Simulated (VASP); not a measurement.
```yaml
crystal:
  lattice:
    - [2.10793, -3.65104, 0.00000]
    - [2.10793, 3.65104, 0.00000]
    - [0.00000, 0.00000, 6.85115]
  atoms:
    - { symbol: Cd, position: [0.66667, 0.33333, 0.50001] }
    - { symbol: Cd, position: [0.33333, 0.66667, 0.00001] }
    - { symbol: S, position: [0.66667, 0.33333, 0.87699] }
    - { symbol: S, position: [0.33333, 0.66667, 0.37699] }
```

All values below come from rev-vdW-DF2, VASP's PBE PAW potentials (set 64) (plane waves; VASP). Numerical set-up: 520 eV cut-off, 6×6×4 Γ-centred mesh, Gaussian smearing of 0.050 eV, potentials Cd S.

### Question
Give the stress tensor in GPa (positive for a compressed cell).

### Answer

```
-1.60   0.00   0.00
 0.00  -1.60   0.00
 0.00   0.00  -1.51
```
The pressure is its mean diagonal, -1.57 GPa.

The compound is CdS in the wurtzite structure. This cell is one point of a volume scan, at 1.03 of the reference volume.
